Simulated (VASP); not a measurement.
CoAl (CsCl type) is relaxed at rising pressure, each step from the one before. Symmetry mostly holds the structure type, and other phases were not tried. The mesh follows the cell, and a change of mesh leaves a small step in the series.

Data:

Space group Pm-3m (No. 221); a = b = c = 2.853 Å, α = β = γ = 90.00°

```tsv
atom	site	symmetry	x	y	z
Al	1b	m-3m	0.5000	0.5000	0.5000
Co	1a	m-3m	0.0000	0.0000	0.0000
```

Level of theory: PBE GGA, VASP's PBE PAW potentials (set 64) (plane waves; VASP). Run with 500 eV cut-off, 13×13×13 Γ-centred mesh, first-order Methfessel-Paxton smearing of 0.10 eV, potentials Al Co.

```csv
P (GPa),V (Å³/atom),H − H(0) (eV/atom),space group,gap on the mesh (eV),k-mesh
0,11.61,0.000,Pm-3m,0.00,13×13×13
5,(withheld),(withheld),Pm-3m,0.00,13×13×13
10,11.02,0.705,Pm-3m,0.00,13×13×13
20,10.58,1.379,Pm-3m,0.00,13×13×13
30,10.21,2.027,Pm-3m,0.00,13×13×13
45,(withheld),(withheld),Pm-3m,0.00,13×13×13
```

Question: Fill in the missing entries.

Answer: 
- 45, V (Å³/atom): 9.75
- 45, H − H(0) (eV/atom): 2.960
- 5, V (Å³/atom): 11.29
- 5, H − H(0) (eV/atom): 0.357

Pressures at which the relaxation failed are left out.

The compound is CoAl in the CsCl type structure. The run is not spin-polarised, so no magnetic state was tried.
